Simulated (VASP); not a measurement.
Data:

```
Sb
1.0
    3.95734    -2.15500     0.00000
    3.95734     2.15500     0.00000
    2.78382     0.00000     3.54329
Sb
2
Direct
  0.23350   0.23350   0.23350
  0.76650   0.76650   0.76650
```

All values below come from optB88-vdW, VASP's PBE PAW potentials (set 64) (plane waves; VASP 6.6.1). Run with 520 eV cut-off, 9×9×9 Γ-centred mesh, first-order Methfessel-Paxton smearing of 0.10 eV, potentials Sb.

Energy and stress use the plane-wave basis of the starting cell.

Question: The ions, cell shape and volume are relaxed. What does this cell relax into?

Answer: 
```
Sb
1.0
    4.05273    -2.19321     0.00836
    4.05273     2.19321     0.00836
    2.85840     0.00000     3.61447
Sb
2
Direct
  0.23296   0.23296   0.23296
  0.76704   0.76704   0.76704
```
Space group R-3m (166), at a tolerance of 0.03 Å.

Question: How do energy and volume change from the first to the last step?

Answer: The energy (σ→0) changes by -17.4 meV/atom and the volume by +6.1 %, in 9 ionic steps.

The compound is Sb in the a7 structure. This run relaxes it. Symmetry was kept, so distortions that lower it aren't found.
